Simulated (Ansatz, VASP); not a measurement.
**Cross-check of InP between VASP and Ansatz**

Wanted: the spread between two codes on one cell, functional and k mesh. The cell is taken from a series of runs on this material, whose earlier steps may have relaxed, scaled, displaced or heated it; both programs get it as it stands.

Method: plane waves, with VASP 6.6.1 beside it; zone-centre phonons at PBE, in Ansatz 0.2.0.

In doubt: the program warns that the response may not be converged on this k-mesh, which bears on the force constants and all frequencies.

## (1) The structure

It takes space group F-43m (No. 216, cubic). The conventional cell has a = 6.038 Å, b = 6.038 Å, c = 6.038 Å, α = 90.00°, β = 90.00°, γ = 90.00°. Nearest to P lie 4 In at 2.61 Å. Nearest to In lie 4 P at 2.61 Å. Farther neighbours are not listed.

## (2) Ansatz: zone-centre phonons, PBE

Ansatz runs on its PAW soft_1 files.

Second derivatives magnify differences that forces hide, and they need a tight electronic threshold.

Contents of input.yaml:

```yaml
crystal:
  lattice:
    - [0.0, 3.0190730217, 3.0190730217]
    - [3.0190730217, 0.0, 3.0190730217]
    - [3.0190730217, 3.0190730217, 0.0]
  atoms:
    - { symbol: P, position: [0.75, 0.75, 0.75] }
    - { symbol: In, position: [0.0, 0.0, 0.0] }
kpoints:
  mp_grid: { grid: [20, 20, 20] }
hamiltonian:
  xc: pbe
  pseudopotentials: { kind: paw, azcp: { folder: soft_1 } }
scf:
  occupations: { method: gaussian, width: 0.02 }
output:
  eigenvalues: true
phonons:
  method: dfpt
  dielectric: true
  rigid_motions: translations
```

Launch:

```
> ansatz run input.yaml --threads 4 --pin off --max-ram 10240MiB --backend cpu --events-out ev --progress --plain --runs-dir out
```

Numbers of over 12 decimals in the logs are rounded to 6 here.

What it wrote:

```text
Engine: ansatz 0.2.0, aarch64-unknown-linux-gnu
Pseudopotentials: kind: paw
Pseudopotential: P, paw, valence charge 5, recommended cutoff 420 eV (normal), soft_1/P.paw.azcp
Pseudopotential: In, paw, valence charge 13, recommended cutoff 420 eV (normal), soft_1/In.paw.azcp
Functional definition: PBE
  parameter kappa = 0.804
  parameter beta = 0.066725
  exchange = pbe_x(kappa = kappa, mu = beta*pi^2/3)
  correlation = pbe_c(beta = beta)
Crystal: 2 atoms, lattice volume = 55.037 Å³
Basis set: ecut = 420 eV, 1067 PW (Γ), exchange–correlation on 60×60×60 points (8 copies of the dense FFT grid, shifted against one another)
Bands: 13, of which v1, the nominal top of the filled ones, is band 9 counted from 1 (8 counted from 0)
Symmetry: 24 space group operations
k-points: 1166 of 8000 (irreducible under 4 space group operations, time reversal used)
Non-local potential: P, projectors of the file, l = 0: 2, l = 1: 2, l = 2: 1
Non-local potential: In, projectors of the file, l = 0: 2, l = 1: 2, l = 2: 2, l = 3: 1
PAW form: soft (Blöchl's): semilocal exchange-correlation on the pseudo side does not see the compensation charge
PAW one-centre angular grid: P, 110 points (default); XC on 64 Gauss nodes
PAW one-centre angular grid: In, 590 points (default); XC on 64 Gauss nodes
Initial density: superposition of atomic densities (chi_scale 0.1, normalization cell, long waves kept (reshape's long-wave potential 0.00 eV rms))
Initial wavefunctions: pseudopotential atomic-orbital guess
Functional: x = pbe(κ = 0.804, μ = 0.219515), c = pbe(β = 0.066725)
SCF iter   1: F=—  HF=-6354.255551 eV  |F-HF|=—  |Δ(HF+E_count)|=         —  Δρ=3.15e-2  dr2=8.03e-1  ethr=3.10e-3  ⟨swp⟩=6.7  Hψ=106240  notcnv=0
preconditioner: auto → none  [insulator: Δε(μ)=0.515 eV  Ē_g=14.156 eV  σ=0.020 eV  W_gap=1.00  n_scr=14 (ndim 8)  ℏωp=21.2 eV  f_vac=0.000  D(μ)=0.00/eV (n_scr^D=0)  ε∞_Penn≈3.3]
SCF iter   2: F=—  HF=-6354.073526 eV  |F-HF|=—  |Δ(HF+E_count)|=   1.82e-1  Δρ=1.50e-2  dr2=9.65e-2  ethr=3.10e-3  ⟨swp⟩=3.2  Hψ=35442  notcnv=0
SCF iter   3: F=—  HF=-6354.062695 eV  |F-HF|=—  |Δ(HF+E_count)|=   1.08e-2  Δρ=5.98e-3  dr2=1.59e-2  ethr=5.36e-4  ⟨swp⟩=2.4  Hψ=25340  notcnv=0
SCF iter   4: F=—  HF=-6354.062503 eV  |F-HF|=—  |Δ(HF+E_count)|=   1.91e-4  Δρ=8.74e-4  dr2=2.75e-4  ethr=8.82e-5  ⟨swp⟩=3.4  Hψ=30880  notcnv=0
SCF iter   5: F=—  HF=-6354.062463 eV  |F-HF|=—  |Δ(HF+E_count)|=   3.99e-5  Δρ=2.33e-4  dr2=1.38e-5  ethr=1.53e-6  ⟨swp⟩=2.0  Hψ=26818  notcnv=0
SCF iter   6: F=—  HF=-6354.062478 eV  |F-HF|=—  |Δ(HF+E_count)|=   1.47e-5  Δρ=2.92e-5  dr2=3.57e-7  ethr=7.69e-8  ⟨swp⟩=2.9  Hψ=25585  notcnv=0
SCF iter   7: F=—  HF=-6354.062478 eV  |F-HF|=—  |Δ(HF+E_count)|=   5.23e-7  Δρ=2.79e-6  dr2=4.27e-9  ethr=1.98e-9  ⟨swp⟩=2.0  Hψ=25604  notcnv=0
SCF iter   8: F=-6354.062478 eV  HF=-6354.062478 eV  |F-HF|=5.09e-11  |Δ(HF+E_count)|=   3.70e-9  Δρ=3.48e-7  dr2=5.53e-11  ethr=1.00e-12  ⟨swp⟩=7.9  Hψ=105832  notcnv=0
SCF 1 converged in 8 iterations: F = -6354.062478 eV  dr2 = 5.53e-11
  greatest PAW one-centre occupation: 0.981 electrons in one spin orbital (limit 2), on the In atom at site 1 (counted from 0), in its partial waves of l = 2
NSCF: frozen V_eff on 1 k-points
DFPT response loops at Γ: preconditioner auto → none (the input reference at scf.mixing.eps_inf says where Resta's filter doesn't serve); β = 0.50; Broyden in place of MSR1
── the response to a field inside a basis, on 22×22×22 k-points: an SCF that follows is theirs, and a resumed run solves both again ──
Bands: 10, of which v1, the nominal top of the filled ones, is band 9 counted from 1 (8 counted from 0)
k-points: 1012
Initial density: handed on by an earlier stage of this run
Initial wavefunctions: pseudopotential atomic-orbital guess (no wavefunctions were taken with the density)
Eigensolver: Dense (1012 Hₖ)
SCF iter   1: F=—  HF=-6354.060724 eV  |F-HF|=—  |Δ(HF+E_count)|=         —  Δρ=1.13e-4  dr2=1.18e-6  ethr=1.00e-1
preconditioner: auto → none  [insulator: Δε(μ)=0.242 eV  Ē_g=12.239 eV  σ=0.020 eV  W_gap=1.00  n_scr=14 (ndim 8)  ℏωp=21.2 eV  f_vac=0.025  D(μ)=0.00/eV (n_scr^D=0)  ε∞_Penn≈4.0]
SCF iter   2: F=—  HF=-6354.060725 eV  |F-HF|=—  |Δ(HF+E_count)|=   9.78e-7  Δρ=5.51e-5  dr2=3.37e-7  ethr=6.54e-9
SCF iter   3: F=-6354.060725 eV  HF=-6354.060725 eV  |F-HF|=1.68e-8  |Δ(HF+E_count)|=   5.54e-7  Δρ=1.15e-5  dr2=3.97e-8  ethr=1.87e-9
SCF 1 converged in 3 iterations: F = -6354.060725 eV  dr2 = 3.97e-8
  greatest PAW one-centre occupation: 0.982 electrons in one spin orbital (limit 2), on the In atom at site 1 (counted from 0), in its partial waves of l = 2
DFPT response loops at Γ: mixed as the last ones told, above
WARN: field response: ε∞ stands inside a basis, on 22×22×22 points; the force constants stand on the 20×20×20 k-mesh, whose period is 9.20 times the interband length at k = (0.0000, 0.0000, 0.0000), direct gap 0.227 eV, under 14: take them and everything formed from them as unconverged, and compare with a denser kpoints.mp_grid
SCF converged after 8 iterations
Free energy (F): -6354.062478 eV
Harris-Foulkes:  -6354.062478 eV  (|F-HF|=5.09e-11)
Internal energy: -6354.062478 eV  (E = F + TS)
E sigma→0 (E₀):  -6354.062478 eV
Fermi energy:    6.061510 eV
--- Per-component energies (eV) ---
  E_band       = -67.518640
  E_kinetic    = 284.879004
  E_local      = -1384.423385  (includes V_loc(G=0)·N_el)
  E_nonlocal   = 359.439251
  E_hartree    = 553.468671
  E_xc         = -214.306891
  E_vxc        = -148.422079  (∫ρ·V_xc dr)
  E_paw        = -4768.223904  (= ΣΔE_a)
  E_vpaw       = -285.928822  (= ΣTr[D̂ρ^β])
  E_aug_tail   = 0.000143  (compensation charges beyond the density's cutoff)
  E_ewald      = -1184.895366
  E_smearing   = -0.000000  (= −TS)
  E_closure    = 0.000000  (closes the sum)
  Σ components = -6354.062478   (vs F -6354.062478, Δ=0.00e0)
--- Band table (eV; the first three rows and the last of 1166) ---
  k-point 0: bands = [... 5 lower, -4.9960, 5.9469, 5.9469, 5.9469, 6.1742, 10.0253, 10.0253, 10.0253]
  k-point 1: bands = [... 5 lower, -4.9710, 5.4063, 5.9189, 5.9189, 6.6418, 10.0207, 10.0697, 10.0697]
  k-point 2: bands = [... 5 lower, -4.8967, 4.7266, 5.8408, 5.8408, 7.0893, 10.0526, 10.1914, 10.1914]
  k-point 1165: bands = [... 5 lower, -2.9418, 0.6945, 3.3504, 3.4149, 9.9581, 10.2240, 11.2839, 12.1488]
--- Phonons (Γ-DFPT): 2 representative perturbations + reference, on 1166 of 8000 k-points (Σ response iterations 6) ---
  k mesh reduced under 4 symmetry operations, with k and −k counted as one. Each operation leaves every solved perturbation unchanged. A smaller set is not considered because the run solves the response to a homogeneous field
  ASR residual: 7.820e-5 → 0.000e0 eV/Å²; symmetrization residual: 1.531e-6 eV/Å²
  ASR residual per site (eV/Å²): 7.82e-5 1.14e-6
  Γ frequencies (cm⁻¹): 0.00 0.00 0.00 269.60 269.60 269.60
  ε∞ (high-frequency dielectric tensor):
       13.218341     0.000000    -0.000000
        0.000000    13.218341     0.000000
       -0.000000     0.000000    13.218341
  ε⁰ (static dielectric tensor: ions relaxed, cell fixed):
       16.805623    -0.000000    -0.000000
       -0.000000    16.805623     0.000000
       -0.000000     0.000000    16.805623
  ε⁰ − ε∞ (ionic part):
        3.587282    -0.000000     0.000000
       -0.000000     3.587282     0.000000
        0.000000     0.000000     3.587282
  softest optical mode at Γ: 269.60 cm⁻¹; the repairs (sum rule, projections) moved no ω² at Γ by more than (0.88 cm⁻¹)²
  Born effective charges Z* (e; rows j = field, columns β = displacement):
    site 0:
        -2.66720    0.00000   -0.00000
         0.00000   -2.66720   -0.00000
        -0.00000   -0.00000   -2.66720
    site 1:
         2.66720   -0.00000    0.00000
        -0.00000    2.66720    0.00000
         0.00000    0.00000    2.66720
  Z* charge neutrality: 2.307e-4 e pre-enforcement
  solved inside a basis spanned on kpoints, on 22×22×22 k-points transformed towards the longest dipole: ε∞ is read to err by 4.1e-2, Z* by 1.4e-2 e (field_mesh: kpoints solves on kpoints); Z* is corrected for what the basis lacks
  optical modes at Γ without the LO–TO term, one row a degenerate level:
      ω (cm⁻¹)  modes    IR ((D/Å)²/amu)
        269.60      3            20.1847
  optical modes at Γ + LO–TO along q̂ = [1.0000, 0.0000, 0.0000]:
      ω (cm⁻¹)  modes    IR ((D/Å)²/amu)
        269.60      2            13.4565
        303.99      1             6.7282
  optical modes at Γ + LO–TO along q̂ = [0.0000, 1.0000, 0.0000]:
      ω (cm⁻¹)  modes    IR ((D/Å)²/amu)
        269.60      2            13.4565
        303.99      1             6.7282
  optical modes at Γ + LO–TO along q̂ = [0.0000, 0.0000, 1.0000]:
      ω (cm⁻¹)  modes    IR ((D/Å)²/amu)
        269.60      2            13.4565
        303.99      1             6.7282
```

In the SCF lines HF is the Harris–Foulkes energy and dr2 the Hartree energy of the density residual, in eV; the loop may stop once dr2 is under the threshold and the program's other checks hold. Hψ counts applications of the Hamiltonian.

(Part 1 of 2 ends here.)

[Lines on the potential files, build, host, timing and source positions are cut from VASP's logs without a mark.]

[Logs are printed without paths, hosts, clocks, repeated set-up lines and the standing remarks that a program may print on its own settings, such as how far it seeks lower states.]

[Hosts, paths, dates, database ids (printed as entryN), source tags and the programs' standing remarks are cut or masked in the printed files.]
